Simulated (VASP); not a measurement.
All values below come from LDA (Ceperley-Alder, Perdew-Zunger), VASP's LDA PAW potentials (set 64) (plane waves; VASP).

Gaps are without spin-orbit coupling.

Question: Order these relaxed crystals by band gap, smallest first: CdSe, P6_3mc (186); MgO, Fm-3m (225); HgO, P3_121 (152); Mg2TeS, R3m (160).

Answer: CdSe, P6_3mc (186) (0.50 eV), HgO, P3_121 (152) (1.03 eV), Mg2TeS, R3m (160) (1.39 eV), MgO, Fm-3m (225) (5.14 eV)
